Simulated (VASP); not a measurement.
# TiSi2: structure and properties in VASP, part 2 of 6

What structure does TiSi2 take at this level, and what are its properties? The start is a computed cell from the Materials Project.

VASP 6.6.1; PBE with D3; plane waves and PAW (Ti_sv, Si).

Still holding for the runs below: The k-mesh is coarse for a metal.

So far. Step 2 (Relaxing cell and atoms (PBE + D3)): It ends with forces under 0.001 eV/Å and a pressure of 0.01 GPa.

**3. Second relaxation**

The basis stayed that of the start cell while the cell moved. A rerun from the cell reached resets it; the error of the finite cutoff stays.

INCAR reads:

```
SYSTEM = TiSi2
PREC = Accurate
ENCUT = 400
EDIFF = 1E-06
NELM = 100
ISMEAR = 0
SIGMA = 0.05
LREAL = .FALSE.
ALGO = Normal
GGA = PE
IVDW = 11
NBANDS = 26
LORBIT = 11
LWAVE = .FALSE.
LCHARG = .FALSE.
KPAR = 2
IBRION = 2
NSW = 60
ISIF = 3
EDIFFG = -0.01
```

POSCAR reads:

```
TiSi2
1.0
    0.0000000000      4.0815558626      4.2271379843
    2.3741143990      0.0000000000      4.2271379843
    2.3741143990      4.0815558626      0.0000000000
Ti Si
2 4
Direct
    0.7500000000      0.7500000000      0.7500000000
    0.5000000000      0.5000000000      0.5000000000
    0.4137701645      0.0862298355      0.4137701645
    0.0862298355      0.4137701645      0.0862298355
    0.1637701645      0.8362298355      0.1637701645
    0.8362298355      0.1637701645      0.8362298355
```

KPOINTS reads:

```
Automatic mesh
0
Gamma
6 6 6
0 0 0
```

PAW data sets: Ti_sv and Si (PBE family, release 64).

The run is started by

```
> mpirun -np 2 vasp_std
```

The program printed:

```text
[... set-up lines as in an earlier step ...]
 entering main loop
       N       E                     dE             d eps       ncg     rms          rms(c)
DAV:   1     0.349163524829E+03    0.34916E+03   -0.16626E+04  2392   0.137E+03
DAV:   2     0.512055801569E+00   -0.34865E+03   -0.34269E+03  2408   0.419E+02
DAV:   3    -0.411204708880E+02   -0.41633E+02   -0.40998E+02  4218   0.123E+02
DAV:   4    -0.439784650986E+02   -0.28580E+01   -0.28470E+01  3248   0.295E+01
DAV:   5    -0.441561893925E+02   -0.17772E+00   -0.17769E+00  3780   0.644E+00    0.192E+01
DAV:   6    -0.412298313976E+02    0.29264E+01   -0.37170E+01  3412   0.445E+01    0.687E+00
DAV:   7    -0.407275635847E+02    0.50227E+00   -0.69315E+00  3192   0.193E+01    0.523E+00
DAV:   8    -0.406686323380E+02    0.58931E-01   -0.68287E-01  3348   0.663E+00    0.106E+00
DAV:   9    -0.406614438637E+02    0.71885E-02   -0.11460E-01  3412   0.284E+00    0.495E-01
DAV:  10    -0.406620523290E+02   -0.60847E-03   -0.37286E-03  3168   0.489E-01    0.179E-01
DAV:  11    -0.406620285162E+02    0.23813E-04   -0.21793E-03  3808   0.349E-01    0.112E-01
DAV:  12    -0.406620017652E+02    0.26751E-04   -0.49728E-04  3406   0.174E-01    0.140E-02
DAV:  13    -0.406619991698E+02    0.25955E-05   -0.26171E-05  3308   0.460E-02    0.128E-02
DAV:  14    -0.406619982209E+02    0.94888E-06   -0.17907E-06  2448   0.115E-02
   1 F= -.42804226E+02 E0= -.42802962E+02  d E =-.428042E+02
 curvature:   0.00 expect dE= 0.000E+00 dE for cont linesearch  0.000E+00
 trial: gam= 0.00000 g(F)=  0.522E-07 g(S)=  0.149E-06 ort = 0.000E+00 (trialstep = 0.100E+01)
 search vector abs. value=  0.201E-06
 reached required accuracy - stopping structural energy minimisation
```

Run time: 50 s. Hardware: 2 MPI ranks of Intel Xeon Platinum 8488C (Sapphire Rapids), shared host; peak memory 0.43 GiB.

Parts of OUTCAR (step 3):

```text
  LATTYP: Found a face centered orthorhombic cell.
 ALAT       =     4.7482287980
 B/A-ratio  =     1.7191908967
 C/A-ratio  =     1.7805114977

 Found     46 irreducible k-points:

   ENCUT  =  400.0 eV  29.40 Ry    5.42 a.u.   9.58  7.91  7.70*2*pi/ulx,y,z

   NELECT =      40.0000    total number of electrons

 E-fermi :  10.5489

 k-point     1 :       0.0000    0.0000    0.0000
  band No.  band energies     occupation
    ...
     17       8.1723      2.00000
     18       8.4201      2.00000
     19       8.6908      2.00000
     20       9.0772      2.00000
     21       9.5318      2.00000
     22      12.6052      0.00000
     23      13.6935      0.00000
     24      13.9921      0.00000
     25      14.0023      0.00000
     26      14.3732      0.00000

 k-point     2 :       0.1667   -0.0000   -0.0000
  band No.  band energies     occupation
    ...
     17       8.3953      2.00000
     18       8.4917      2.00000
     19       9.2003      2.00000
     20       9.3302      2.00000
     21       9.5921      2.00000
     22      12.3104      0.00000
     23      13.4498      0.00000
     24      13.5327      0.00000
     25      13.7103      0.00000
     26      13.8596      0.00000

 Edisp (eV)   -2.14223

  Total       0.00208     0.00183     0.00329     0.00000     0.00000     0.00000
  in kB       0.04059     0.03578     0.06432     0.00000     0.00000     0.00000
  external pressure =        0.05 kB  Pullay stress =        0.00 kB

 POSITION                                       TOTAL-FORCE (eV/Angst)
 -----------------------------------------------------------------------------------
      3.56117      6.12233      6.34071         0.000000     -0.000000     -0.000000
      2.37411      4.08156      4.22714        -0.000000     -0.000000      0.000000
      1.18706      3.37765      2.11357         0.000000      0.000520      0.000000
      1.18706      0.70390      2.11357         0.000000     -0.000520      0.000000
      2.37411      1.33687      4.22714        -0.000000      0.000520     -0.000000
      2.37411      6.82624      4.22714        -0.000000     -0.000520     -0.000000
 -----------------------------------------------------------------------------------
    total drift:                               -0.000000     -0.000000      0.000000

  FREE ENERGIE OF THE ION-ELECTRON SYSTEM (eV)
  ---------------------------------------------------
  free  energy   TOTEN  =       -42.8042260289 eV

  energy  without entropy=      -42.8016978913  energy(sigma->0) =      -42.80296196

 total charge
# of ion       s       p       d       tot
------------------------------------------
    1        2.177   6.176   2.088  10.441
    2        2.177   6.176   2.088  10.441
    3        0.770   0.876   0.000   1.646
    4        0.770   0.876   0.000   1.646
    5        0.770   0.876   0.000   1.646
    6        0.770   0.876   0.000   1.646
--------------------------------------------------
tot          7.432  15.857   4.176  27.465

[... 6 parts as in an earlier step ...]

[... 7 further parts left out ...]
```

CONTCAR:

```
TiSi2
   1.00000000000000
     0.0000000000000000    4.0815558626000001    4.2271379842999997
     2.3741143990000002    0.0000000000000000    4.2271379842999997
     2.3741143990000002    4.0815558626000001    0.0000000000000000
  Ti              Si
     2     4
Direct
     0.7500000000000000    0.7500000000000000    0.7500000000000000
     0.5000000000000000    0.5000000000000000    0.5000000000000000
     0.4137701645000007    0.0862298354999993    0.4137701645000007
     0.0862298354999993    0.4137701645000007    0.0862298354999993
     0.1637701645000007    0.8362298354999993    0.1637701645000007
     0.8362298354999993    0.1637701645000007    0.8362298354999993
```

Little changed from the start: no atom moved by 0.005 Å and no cell edge by 0.1 %.

This step gave:

```yaml
free_energy_toten: -42.80 eV
energy_at_zero_smearing: -42.80 eV
pressure: 0.004690 GPa
scf_cycles_over_all_ionic_steps: 14
```

It ends with a largest force of 0.001 eV/Å and a pressure of 0.00 GPa. The volume moved by under 0.01 %: the run met its threshold at the first step.

**4. Density, ELF and potential (PBE + D3)**

The relaxed cell gets a fresh self-consistent run, on a basis set for its own volume, to fix the density and to check the remaining stress.

Edit INCAR of step 3 so:

```diff
@@ -14,7 +14,5 @@
 LWAVE = .FALSE.
-LCHARG = .FALSE.
-KPAR = 2
-IBRION = 2
-NSW = 60
-ISIF = 3
-EDIFFG = -0.01
+LCHARG = .TRUE.
+ISIF = 2
+LELF = .TRUE.
+LVHAR = .TRUE.
```

POSCAR is that of step 3.

KPOINTS is that of step 3.

The run is started by

```
> mpirun -np 2 vasp_std
```

The program printed:

```text
[banner, memory and clock lines left out]
running    2 mpi-ranks, on    1 nodes
 distrk:  each k-point on    2 cores,    1 groups
 distr:  one band on    1 cores,    2 groups

 POSCAR found type information on POSCAR TiSi
 POSCAR found :  2 types and       6 ions
 LDA part: xc-table for (Slater+PW92), standard interpolation
 POSCAR, INCAR and KPOINTS ok, starting setup
 FFT: planning ... GRIDC
 FFT: planning ... GRID_SOFT
 FFT: planning ... GRID
 WAVECAR not read
 entering main loop
       N       E                     dE             d eps       ncg     rms          rms(c)
DAV:   1     0.349163524828E+03    0.34916E+03   -0.16626E+04  2392   0.137E+03
DAV:   2     0.512055800201E+00   -0.34865E+03   -0.34269E+03  2408   0.419E+02
DAV:   3    -0.411204708876E+02   -0.41633E+02   -0.40998E+02  4218   0.123E+02
DAV:   4    -0.439784650999E+02   -0.28580E+01   -0.28470E+01  3248   0.295E+01
DAV:   5    -0.441561893930E+02   -0.17772E+00   -0.17769E+00  3780   0.644E+00    0.192E+01
DAV:   6    -0.412298313965E+02    0.29264E+01   -0.37170E+01  3412   0.445E+01    0.687E+00
DAV:   7    -0.407275635852E+02    0.50227E+00   -0.69315E+00  3192   0.193E+01    0.523E+00
[... 1 cycle as in an earlier step ...]
DAV:   9    -0.406614438630E+02    0.71885E-02   -0.11460E-01  3412   0.284E+00    0.495E-01
DAV:  10    -0.406620523284E+02   -0.60847E-03   -0.37286E-03  3168   0.489E-01    0.179E-01
DAV:  11    -0.406620285151E+02    0.23813E-04   -0.21793E-03  3808   0.349E-01    0.112E-01
DAV:  12    -0.406620017655E+02    0.26750E-04   -0.49728E-04  3406   0.174E-01    0.140E-02
DAV:  13    -0.406619991696E+02    0.25959E-05   -0.26171E-05  3308   0.460E-02    0.128E-02
DAV:  14    -0.406619982205E+02    0.94914E-06   -0.17907E-06  2448   0.115E-02
   1 F= -.42804226E+02 E0= -.42802962E+02  d E =-.252814E-02
```

Wall time 57 s (2 MPI ranks); peak memory 0.36 GiB.

From OUTCAR (step 4):

```text
 Found     46 irreducible k-points:

   NELECT =      40.0000    total number of electrons

 E-fermi :  10.5489

 Edisp (eV)   -2.14223

 POSITION                                       TOTAL-FORCE (eV/Angst)
 -----------------------------------------------------------------------------------
      3.56117      6.12233      6.34071         0.000000     -0.000000      0.000000
      2.37411      4.08156      4.22714         0.000000     -0.000000     -0.000000
      1.18706      3.37765      2.11357         0.000000      0.000520     -0.000000
      1.18706      0.70390      2.11357         0.000000     -0.000520     -0.000000
      2.37411      1.33687      4.22714        -0.000000      0.000520      0.000000
      2.37411      6.82624      4.22714        -0.000000     -0.000520      0.000000
 -----------------------------------------------------------------------------------
    total drift:                               -0.000000     -0.000000      0.000000

  FREE ENERGIE OF THE ION-ELECTRON SYSTEM (eV)
  ---------------------------------------------------
  free  energy   TOTEN  =       -42.8042260285 eV

  energy  without entropy=      -42.8016978910  energy(sigma->0) =      -42.80296196

[... 18 parts as in an earlier step ...]
```

Numbers from this step:

```
SCF cycles : 14
```

Valence electrons inside each PAW sphere by angular momentum. Sphere charges, by row:

| atom | s (e) | p (e) | d (e) | tot (e) |
| --- | --- | --- | --- | --- |
| Ti1 | 2.177 | 6.176 | 2.088 | 10.44 |
| Ti2 | 2.177 | 6.176 | 2.088 | 10.44 |
| Si3 | 0.77 | 0.876 | 0 | 1.646 |
| Si4 | 0.77 | 0.876 | 0 | 1.646 |
| Si5 | 0.77 | 0.876 | 0 | 1.646 |
| Si6 | 0.77 | 0.876 | 0 | 1.646 |

Valence density in the bc plane of the conventional cell at fractional x = 0.000, with atoms of Ti and Si within 0.2 Å of it. It is the smooth field of the valence electrons, not physical close to the nuclei.

Ten steps, logarithmic in the rise over the least value, from '0' (0 e/Å³) to '9' (13 e/Å³), each cell a mean:
```
23322332247986323321233
22333332235664222333332
22333322223332222333322
22233222222222222223322
22222222233333222222222
22322222232223322222332
33322222222222222222233
22222223322222332222222
33222233332222333222223
65322333332223333322246
97422332233233212332368
98522330123233202332379
86422332233223323332357
54222333332223333322234
32222233322222333222222
22222222322222222222222
33322222222222222222333
22222222233333322222222
22232222222222222222222
22233222222322222233322
22333322224443222333332
23323332246875323332332
23201332258996323320233
```
Columns run along b (8.2 Å), rows up along c (8.5 Å), edges of the conventional cell, whose origin can differ from the input's. Atoms in or near the plane, at fractional coordinates: Ti at (0.50, 0.00), Ti at (0.00, 0.50), Si at (0.16, 0.00), Si at (0.66, 0.50), Si at (0.84, 0.00), Si at (0.34, 0.50).

Electrostatic potential energy in the bc plane of the conventional cell at fractional x = 0.000, with atoms of Ti and Si within 0.2 Å of it. With pseudopotentials it is smooth inside the atoms' cores, unlike the true potential.

Values in eV, 12 rows by 16 columns, each cell a mean:
```
 -3 -24 -61 -48  -9  -1 -14 -45 -51 -24  -2  -4 -34 -63 -39  -5
  1  -2  -5  -4   0   1  -1  -5  -7  -2   1   0  -3  -5  -3   0
 -1  -1  -1  -2  -2  -1  -1  -1  -1  -1  -1  -2  -2  -2  -2  -1
 -1  -1  -1  -1  -2  -1  -1  -1   0  -1  -1  -2  -1  -1  -1  -1
-14  -5   1   0  -6 -12  -6   0   0  -4 -11  -8  -1   1  -2 -12
-59 -31  -3  -6 -45 -76 -50  -7  -3 -32 -74 -61 -13  -2 -18 -53
-51 -24  -2  -4 -34 -63 -39  -5  -3 -24 -61 -48  -9  -1 -14 -45
 -7  -2   1   0  -3  -5  -3   0   1  -2  -5  -4   0   1  -1  -5
 -1  -1  -1  -2  -2  -2  -2  -1  -1  -1  -1  -2  -2  -1  -1  -1
  0  -1  -1  -2  -1  -1  -1  -1  -1  -1  -1  -1  -2  -1  -1  -1
  0  -4 -11  -8  -1   1  -2 -12 -14  -5   1   0  -6 -12  -6   0
 -3 -32 -74 -61 -13  -2 -18 -53 -59 -31  -3  -6 -45 -76 -50  -7
```
Columns run along b (8.2 Å; values clipped at the 3rd and 97th percentile), rows up along c (8.5 Å), edges of the conventional cell, whose origin can differ from the input's. Atoms in or near the plane, at fractional coordinates: Ti at (0.50, 0.00), Ti at (0.00, 0.50), Si at (0.16, 0.00), Si at (0.66, 0.50), Si at (0.84, 0.00), Si at (0.34, 0.50).

ELF in the bc plane of the conventional cell at fractional x = 0.000, with atoms of Ti and Si within 0.2 Å of it. It is the smooth field of the valence electrons, not physical close to the nuclei.

Values, 12 rows by 16 columns, each cell a mean:
```
0.43 0.51 0.41 0.54 0.70 0.39 0.21 0.56 0.64 0.29 0.27 0.65 0.61 0.41 0.50 0.48
0.21 0.49 0.67 0.60 0.46 0.43 0.37 0.27 0.25 0.33 0.42 0.44 0.54 0.66 0.58 0.27
0.39 0.51 0.51 0.27 0.19 0.43 0.62 0.59 0.57 0.62 0.52 0.23 0.21 0.44 0.54 0.41
0.54 0.60 0.51 0.26 0.26 0.48 0.52 0.35 0.31 0.47 0.53 0.32 0.23 0.43 0.61 0.56
0.23 0.24 0.37 0.50 0.63 0.69 0.60 0.31 0.24 0.52 0.69 0.65 0.55 0.43 0.27 0.22
0.78 0.36 0.26 0.67 0.57 0.27 0.41 0.52 0.49 0.50 0.28 0.43 0.70 0.39 0.23 0.69
0.64 0.29 0.27 0.65 0.61 0.41 0.50 0.48 0.43 0.51 0.41 0.54 0.70 0.39 0.21 0.56
0.25 0.33 0.42 0.44 0.54 0.66 0.58 0.27 0.21 0.49 0.67 0.60 0.46 0.43 0.37 0.27
0.57 0.62 0.52 0.23 0.21 0.44 0.54 0.41 0.39 0.51 0.51 0.27 0.19 0.43 0.62 0.59
0.31 0.47 0.53 0.32 0.23 0.43 0.61 0.56 0.54 0.60 0.51 0.26 0.26 0.48 0.52 0.35
0.24 0.52 0.69 0.65 0.55 0.43 0.27 0.22 0.23 0.24 0.37 0.50 0.63 0.69 0.60 0.31
0.49 0.50 0.28 0.43 0.70 0.39 0.23 0.69 0.78 0.36 0.26 0.67 0.57 0.27 0.41 0.52
```
Columns run along b (8.2 Å), rows up along c (8.5 Å), edges of the conventional cell, whose origin can differ from the input's. Atoms in or near the plane, at fractional coordinates: Ti at (0.50, 0.00), Ti at (0.00, 0.50), Si at (0.16, 0.00), Si at (0.66, 0.50), Si at (0.84, 0.00), Si at (0.34, 0.50).

In this run the pressure is 0.00 GPa, small enough to go on; single stress components reach 0.01 GPa.

(Part 2 of 6 ends here.)

[Lines on the potential files, build, host, timing and source positions are cut from VASP's logs without a mark.]

[Logs are printed without paths, hosts, clocks, repeated set-up lines and the standing remarks that a program may print on its own settings, such as how far it seeks lower states.]

[Hosts, paths, dates, database ids (printed as entryN), source tags and the programs' standing remarks are cut or masked in the printed files.]

[A measured line is paired with the nearest computed mode of its activity, which favours agreement.]

[In band tables of VASP the shares of atoms and orbitals are scaled to a sum of 1 inside the atoms' spheres.]
